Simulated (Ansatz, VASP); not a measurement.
# Cross-check of C between VASP and Ansatz, part 2 of 2

Aim: how closely do two programs agree when they are given the same cell, functional and k mesh? The cell is taken from a series of runs on this material, whose earlier steps may have relaxed, scaled, displaced or heated it; both programs get it as it stands.

VASP 6.6.1 and Ansatz 0.2.0.

So far. Step 2 (VASP: single point, HSE06): The run ends at a pressure of 24.64 GPa.

### 3. Ansatz: single point, HSE06

Level of this step: Ansatz beside VASP: Kohn-Sham DFT, plane waves, HSE06 (Ansatz).

Ansatz runs on its PAW soft_1 files.

The same cell, functional, mesh and smearing now go to Ansatz.

Input file input.yaml:

```yaml
crystal:
  lattice:
    - [2.43748002, 0.0, 0.0]
    - [0.0, 2.43748002, 0.0]
    - [0.0, 0.0, 3.582340723]
  atoms:
    - { symbol: C, position: [1.0, 0.0, 0.5] }
    - { symbol: C, position: [0.5, 0.0, 0.75] }
    - { symbol: C, position: [0.5, 0.5, 1.0] }
    - { symbol: C, position: [1.0, 0.5, 0.25] }
kpoints:
  mp_grid: { grid: [7, 7, 5] }
scf:
  occupations: { method: fermi_dirac, width: 0.02 }
hamiltonian:
  xc: hse06
  pseudopotentials: { kind: paw, azcp: { folder: soft_1 } }
basis:
  ecutwfc: 600
output:
  forces: true
  stress: true
  write_density: true
  write_potential: true
  elf: true
  volumetric_format: npy
```

Command:

```bash
ansatz run input.yaml --threads 8 --pin off --max-ram 18432MiB --backend cpu --events-out ev --progress --plain --runs-dir out
```

Numbers of over 12 decimals in the logs are rounded to 6 here.

Log:

```text
Warning: output.stress: scf.convergence.dr2_threshold = 1e-7 eV (the SCF's general default) is looser than the 4e-10 eV advised for a printed stress (1e-10 eV for each atom of the cell: 4). What an SCF threshold leaves in a stress goes as its square root, and in the free energy as the threshold itself, and one threshold admits the most on a small cell: [figures from the program's tests cut] Set scf.convergence.dr2_threshold to 4e-10 eV or tighter. The threshold is an SCF's pass mark: one that does not reach it within its budget of iterations ends unconverged, or closes short of it on a stop that the run arms, and scf.convergence.dr2_threshold's page says what that costs each kind of run
Warning: output.stress: scf.exx.energy_threshold = 1e-6 eV is looser than the 4e-8 eV advised for a stress under a hybrid functional (1e-8 eV for each atom of the cell: 4). Every SCF of the exchange loop can meet its threshold on dr2 while the loop round them stops early: no threshold on dr2 bounds what that leaves in the stress. Set scf.exx.energy_threshold to 4e-8 eV or tighter. The threshold is the loop's pass mark: a loop that does not reach it within its budget of cycles ends unconverged, and scf.exx.energy_threshold's page has the law
Engine: ansatz 0.2.0, aarch64-unknown-linux-gnu
Pseudopotentials: kind: paw
Pseudopotential: C, paw, valence charge 4, recommended cutoff 420 eV (normal), soft_1/C.paw.azcp
Functional definition: HSE06
  parameter a = 0.25
  parameter omega = 0.11/bohr
  exchange = pbe_x - a*pbe_x_sr(omega) + a*exact_x_sr(omega)
  correlation = pbe_c
Crystal: 4 atoms, lattice volume = 21.284 Å³
Basis set: ecut = 600 eV, 691 PW (Γ), exchange–correlation on 40×40×60 points (8 copies of the dense FFT grid, shifted against one another)
Bands: 12, of which v1, the nominal top of the filled ones, is band 8 counted from 1 (7 counted from 0)
Symmetry: 32 space group operations
Space group: I41/amd (ITA 141), of the structure as read, at distance tolerance 2.8e-5 Å
k-points: 30 of 245
Non-local potential: C, projectors of the file, l = 0: 2, l = 1: 2, l = 2: 1
PAW form: soft (Blöchl's): semilocal exchange-correlation on the pseudo side does not see the compensation charge
PAW frozen core: C, regenerated for the run's functional, and the local potential with it (the file was generated under x = pbe(κ = 0.804, μ = 0.219515), c = pbe(β = 0.066725))
PAW one-centre angular grid: C, 110 points (default); XC on 64 Gauss nodes
Initial density: superposition of atomic densities (chi_scale 0.1, normalization cell)
Initial wavefunctions: pseudopotential atomic-orbital guess
Functional: x = pbe(κ = 0.804, μ = 0.219515), c = pbe(β = 0.066725), warm-up for x = pbe(κ = 0.804, μ = 0.219515) + 0.25 (exact − pbe) at short range (hse, ω = 0.207870 Å⁻¹), c = pbe(β = 0.066725); HSE06 as pw.x's `hse` composes it (authors' and Libxc's form: `xc: wpbeh`)
SCF iter   1: F=—  HF=-1004.337667 eV  |F-HF|=—  |Δ(HF+E_count)|=         —  Δρ=1.54e-1  dr2=3.55e0  ethr=1.00e-1  ⟨swp⟩=4.2  Hψ=1276  notcnv=0
preconditioner: auto → none  [insulator: Δε(μ)=4.622 eV  Ē_g=17.983 eV  σ=0.020 eV  W_gap=1.00  n_scr=6 (ndim 8)  ℏωp=32.2 eV  f_vac=0.000  D(μ)=0.00/eV (n_scr^D=0)]
SCF iter   2: F=—  HF=-1003.142914 eV  |F-HF|=—  |Δ(HF+E_count)|=    1.19e0  Δρ=6.18e-2  dr2=5.01e-1  ethr=2.22e-2  ⟨swp⟩=2.4  Hψ=733  notcnv=0
iter 3 solved again at ethr=1.46e-5 eV; its pass at ethr=3.13e-3 eV (dr2=2.34e-3 eV) is discarded
SCF iter   3: F=—  HF=-1003.018462 eV  |F-HF|=—  |Δ(HF+E_count)|=   1.24e-1  Δρ=5.53e-3  dr2=2.04e-3  ethr=1.46e-5  ⟨swp⟩=4.7  Hψ=1970  notcnv=1  defer=12
eigensolver tolerance schedule: the retry pair's looser diagonalisation over-reported the residual by 0.14 of it (diagonalisation noise at 0.14 of the residual, at the tolerance the schedule requests for it); recorded, not acted on — ethr = c·dr2/N_el stays at c = 1.0e-1
SCF iter   4: F=-1003.020088 eV  HF=-1003.020078 eV  |F-HF|=9.89e-6  |Δ(HF+E_count)|=   1.62e-3  Δρ=3.84e-4  dr2=1.13e-5  ethr=1.28e-5  ⟨swp⟩=2.7  Hψ=750  notcnv=0  defer=1
SCF 1 stopped early in 4 iterations: F = -1003.020088 eV  dr2 = 1.13e-5
  greatest PAW one-centre occupation: 0.657 electrons in one spin orbital (limit 2), on the C atom at site 3 (counted from 0), in its partial waves of l = 0
Initial density: handed on by an earlier stage of this run
Initial wavefunctions: those handed on with the density
Functional: x = pbe(κ = 0.804, μ = 0.219515) + 0.25 (exact − pbe) at short range (hse, ω = 0.207870 Å⁻¹), c = pbe(β = 0.066725); HSE06 as pw.x's `hse` composes it (authors' and Libxc's form: `xc: wpbeh`)
Exchange kernel: α = 0.2500, screened, ω = 0.2079 Å⁻¹, Wigner–Seitz truncation, v(0) = 1040.4824 eV·Å³, q-mesh 7×7×5, nearest image of the exchange supercell L = 17.06 Å, pair-density grid 18×18×24, without the augmentation charges, whose exchange is taken in its separable form by FFT convolution over the k-point mesh (sized by the pseudopotential files, 20×20×30 at the most), smooth part of the exact exchange by density-matrix convolution
Frozen-core exchange: fock
SCF iter   1: F=—  HF=-1003.400544 eV  |F-HF|=—  |Δ(HF+E_count)|=         —  Δρ=1.01e-2  dr2=8.59e-3  ethr=7.08e-7  ⟨swp⟩=7.8  Hψ=2010  notcnv=0
preconditioner: auto → none  [insulator: Δε(μ)=4.957 eV  Ē_g=20.197 eV  σ=0.020 eV  W_gap=1.00  n_scr=6 (ndim 8)  ℏωp=32.2 eV  f_vac=0.000  D(μ)=0.00/eV (n_scr^D=0)]
SCF iter   2: F=—  HF=-1003.396305 eV  |F-HF|=—  |Δ(HF+E_count)|=   4.24e-3  Δρ=1.61e-3  dr2=3.11e-4  ethr=7.08e-7  ⟨swp⟩=4.0  Hψ=1303  notcnv=0
SCF iter   3: F=—  HF=-1003.400189 eV  |F-HF|=—  |Δ(HF+E_count)|=   3.88e-3  Δρ=6.22e-4  dr2=2.24e-5  ethr=7.08e-7  ⟨swp⟩=4.3  Hψ=1221  notcnv=0
SCF iter   4: F=-1003.400183 eV  HF=-1003.400182 eV  |F-HF|=2.86e-7  |Δ(HF+E_count)|=   6.55e-6  Δρ=2.69e-5  dr2=1.44e-6  ethr=1.31e-7  ⟨swp⟩=2.0  Hψ=603  notcnv=0
SCF 2 stopped early in 4 iterations: F = -1003.400183 eV  dr2 = 1.44e-6
  greatest PAW one-centre occupation: 0.660 electrons in one spin orbital (limit 2), on the C atom at site 3 (counted from 0), in its partial waves of l = 0
hybrid outer 1: dexx = +4.086e-3 eV, tail = 1.24e-5 eV
Exchange kernel: α = 0.2500, screened, ω = 0.2079 Å⁻¹, Wigner–Seitz truncation, v(0) = 1040.4824 eV·Å³, q-mesh 7×7×5, nearest image of the exchange supercell L = 17.06 Å, pair-density grid 18×18×24, without the augmentation charges, whose exchange is taken in its separable form by FFT convolution over the k-point mesh (sized by the pseudopotential files, 20×20×30 at the most), smooth part of the exact exchange by density-matrix convolution
Frozen-core exchange: fock
SCF iter   1: F=—  HF=-1003.400154 eV  |F-HF|=—  |Δ(HF+E_count)|=         —  Δρ=5.35e-5  dr2=1.89e-7  ethr=3.88e-7  ⟨swp⟩=4.4  Hψ=950  notcnv=0
preconditioner: auto → none  [insulator: Δε(μ)=5.021 eV  Ē_g=20.212 eV  σ=0.020 eV  W_gap=1.00  n_scr=6 (ndim 8)  ℏωp=32.2 eV  f_vac=0.000  D(μ)=0.00/eV (n_scr^D=0)]
SCF iter   2: F=—  HF=-1003.400154 eV  |F-HF|=—  |Δ(HF+E_count)|=   8.73e-8  Δρ=1.17e-5  dr2=1.71e-8  ethr=9.94e-10  ⟨swp⟩=3.8  Hψ=857  notcnv=0
SCF iter   3: F=-1003.400154 eV  HF=-1003.400154 eV  |F-HF|=4.11e-10  |Δ(HF+E_count)|=   1.85e-7  Δρ=4.66e-6  dr2=1.59e-9  ethr=3.65e-11  ⟨swp⟩=4.6  Hψ=1194  notcnv=0  defer=1
SCF 3 converged in 3 iterations: F = -1003.400154 eV  dr2 = 1.59e-9
  Residual-converged pass: ⟨swp⟩=2.1  Hψ=602  notcnv=0  max |occ|·‖R‖ = 2.4e-6 eV (tolerance 2.4e-6 eV)  dr2=1.60e-9  dr2_onsite=6.40e-11  max |Δocc| = 0.0e0
hybrid outer 2: dexx = +2.593e-7 eV, tail = 5.29e-9 eV, Δε = 1.11e-3 eV (about 2.75e-5 eV left of the loop's levels)
hybrid SCF converged: 2 outer / 7 inner (+4 warm-up), last move |dexx| = 2.59e-7 eV, tail = 5.29e-9 eV
Stability not checked: this state was not tested for a lower state beside it, because the functional holds exact exchange (a hybrid, or Hartree-Fock), whose exchange loop this test does not read (fock_operator; see scf.lower_state_search)
Free energy (F): -1003.400154 eV
Frozen-core exchange: fock
Harris-Foulkes:  -1003.400154 eV  (|F-HF|=4.11e-10)
Internal energy: -1003.400154 eV  (E = F + TS)
E sigma→0 (E₀):  -1003.400154 eV
Fermi energy:    16.627830 eV
--- Per-component energies (eV) ---
  E_band       = 58.214463
  E_kinetic    = 367.998352
  E_local      = -207.839105  (includes V_loc(G=0)·N_el)
  E_nonlocal   = 90.790801
  E_hartree    = 50.518560
  E_xc         = -156.486399
  E_vxc        = -191.423270  (∫ρ·V_xc dr)
  E_exx        = -37.305827  (= α·E_x^exact, valence–valence)
  E_paw        = -399.950997  (= ΣΔE_a)
  E_vpaw       = -27.737579  (= ΣTr[D̂ρ^β])
  E_aug_tail   = 0.000018  (compensation charges beyond the density's cutoff)
  E_ewald      = -711.056685
  E_core_change = -0.068873  (= ΣΔE_core)
  E_smearing   = -0.000000  (= −TS)
  E_closure    = 0.000000  (closes the sum)
  Σ components = -1003.400154   (vs F -1003.400154, Δ=0.00e0)
--- Forces (eV/Å), atoms counted from 1 ---
  atom   1  C     -0.00000000     0.00000000     0.00000000
  atom   2  C      0.00000000    -0.00000000     0.00000000
  atom   3  C     -0.00000000     0.00000000    -0.00000000
  atom   4  C      0.00000000    -0.00000000     0.00000000
  max |Σ_I F_I| component: 1.04e-17 eV/Å
--- Stress (GPa, compression-positive) ---
       37.424475       0.000000       0.000000
       -0.000000      37.424475       0.000000
        0.000000       0.000000      -4.644434
  P = ⅓ Tr σ = 23.4015 GPa (234.015 kbar)
--- Band table (eV; the first three rows and the last of 30) ---
  k-point 0: bands = ["-10.5561", "-1.0974", "-1.0974", "7.0330", "7.0330", "13.4596", "14.1243", "14.1243", "20.6218", "20.6218"]
  k-point 1: bands = ["-10.1603", "-4.3746", "2.6117", "7.4327", "7.4327", "12.4718", "12.7428", "12.7428", "20.0542", "21.1643"]
  k-point 2: bands = ["-8.9792", "-7.0345", "6.4333", "8.6104", "8.6104", "9.9072", "10.4791", "10.4791", "20.1195", "20.5935"]
  k-point 29: bands = ["-1.7444", "-0.6920", "0.9872", "1.9641", "3.3656", "4.2541", "5.7828", "6.3933", "22.6582", "24.2612"]
  guard bands above this table: 2 of the run's 12 bands. The solve was not asked for them (output.publish_guard_bands: true or output.eigenvalues: true publishes all)
```

The column dr2 measures how far the density is from self-consistency, as an energy; F and HF (Harris–Foulkes) agree once it is small.

The run ends at a pressure of 23.40 GPa.

### 4. Comparison

Known differences besides the potentials themselves: exact exchange at q = 0 is treated differently, which shows on coarse meshes; VASP keeps PBE cores, Ansatz makes them for the functional; the cutoff is 600 eV in Ansatz and 520 eV in VASP; VASP takes a coarser grid for exact exchange (PRECFOCK = Fast). Total energies have different zeros and are not compared.

The two programs side by side:

| quantity | Ansatz | VASP | difference |
| --- | --- | --- | --- |
| pressure (GPa) | 23.40 | 24.64 | -1.24 |
| gap on the k mesh (eV) | 5.021 | 5.007 | +0.014 |

A gap on the mesh is an upper bound, since the band edges may lie between its points.

### 5. Results

| Quantity | Value |
| --- | --- |
| difference in pressure (single point, HSE06) | -1.2 GPa |

In words: The difference in pressure is -1.2 GPa (single point, HSE06), beyond the 1 GPa picked in this series as the mark of a large difference. What causes the difference of the single point, HSE06 pair stays open here. Such differences can come from data sets, numerical settings and the points named under the comparisons, not from the functional's error against experiment.

[Lines on the potential files, build, host, timing and source positions are cut from VASP's logs without a mark.]

[Logs are printed without paths, hosts, clocks, repeated set-up lines and the standing remarks that a program may print on its own settings, such as how far it seeks lower states.]

[Hosts, paths, dates, database ids (printed as entryN), source tags and the programs' standing remarks are cut or masked in the printed files.]
